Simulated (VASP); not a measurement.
OSZICAR of a VASP run on La:

OSZICAR:
```
       N       E                     dE             d eps       ncg     rms          rms(c)
DAV:   1     0.611583380155E+03    0.61158E+03   -0.11764E+04  1316   0.128E+03
DAV:   2     0.182172955857E+03   -0.42941E+03   -0.42341E+03  1926   0.395E+02
DAV:   3     0.559823118478E+01   -0.17657E+03   -0.17571E+03  2204   0.280E+02
DAV:   4    -0.168890661865E+02   -0.22487E+02   -0.21961E+02  2388   0.106E+02
DAV:   5    -0.201532694538E+02   -0.32642E+01   -0.31559E+01  2472   0.450E+01    0.589E+00
DAV:   6    -0.208168133310E+02   -0.66354E+00   -0.64439E+01  2360   0.341E+01    0.903E+00
DAV:   7    -0.180895847879E+02    0.27272E+01   -0.42526E+01  2512   0.394E+01    0.405E+00
DAV:   8    -0.189205884746E+02   -0.83100E+00   -0.12046E+01  2456   0.154E+01    0.332E+00
DAV:   9    -0.188214135927E+02    0.99175E-01   -0.13036E+01  2480   0.102E+01    0.289E+00
DAV:  10    -0.183702895495E+02    0.45112E+00   -0.51502E+00  2272   0.732E+00    0.158E+00
DAV:  11    -0.183468108057E+02    0.23479E-01   -0.36256E-01  2136   0.360E+00    0.116E+00
DAV:  12    -0.182963882041E+02    0.50423E-01   -0.15821E-01  2080   0.223E+00    0.613E-01
DAV:  13    -0.182825276156E+02    0.13861E-01   -0.53925E-02  2408   0.129E+00    0.304E-01
DAV:  14    -0.182810765974E+02    0.14510E-02   -0.89797E-03  2400   0.609E-01    0.189E-01
DAV:  15    -0.182804188329E+02    0.65776E-03   -0.61225E-03  2400   0.430E-01    0.785E-02
DAV:  16    -0.182795211125E+02    0.89772E-03   -0.33238E-03  2400   0.291E-01    0.515E-02
DAV:  17    -0.182793503330E+02    0.17078E-03   -0.75253E-04  2400   0.167E-01    0.480E-02
DAV:  18    -0.182796040847E+02   -0.25375E-03   -0.86575E-04  2208   0.112E-01    0.310E-02
DAV:  19    -0.182798754437E+02   -0.27136E-03   -0.34362E-04  2224   0.968E-02    0.163E-02
DAV:  20    -0.182801675408E+02   -0.29210E-03   -0.13476E-04  2368   0.569E-02    0.147E-02
DAV:  21    -0.182803792310E+02   -0.21169E-03   -0.55377E-05  2008   0.379E-02    0.883E-03
DAV:  22    -0.182805556766E+02   -0.17645E-03   -0.24832E-05  1576   0.251E-02    0.549E-03
DAV:  23    -0.182806088657E+02   -0.53189E-04   -0.16088E-05  1368   0.238E-02    0.192E-03
DAV:  24    -0.182806204917E+02   -0.11626E-04   -0.35620E-06  1272   0.208E-02    0.116E-03
DAV:  25    -0.182806242965E+02   -0.38048E-05   -0.92237E-07  1032   0.136E-02    0.731E-04
DAV:  26    -0.182806252543E+02   -0.95778E-06   -0.52259E-07  1032   0.123E-02
   1 F= -.18280625E+02 E0= -.18279577E+02  d E =-.314582E-02
```

Question: Which electronic solver shows in the log?

Answer: It is blocked Davidson (ALGO = Normal, or the opening steps of other solvers). The INCAR had ALGO = Normal.

Question: Can the final energy be trusted as converged?

Answer: The calculation finished and met its thresholds. It stopped with EDIFF = 1E-6, NELM = 100 (PBE GGA, plane waves, VASP's PBE PAW potentials (set 64)).  The cell holds a wide vacuum, so values per volume refer to the whole cell.

The cell is a sheet with vacuum, built from a generated structure.
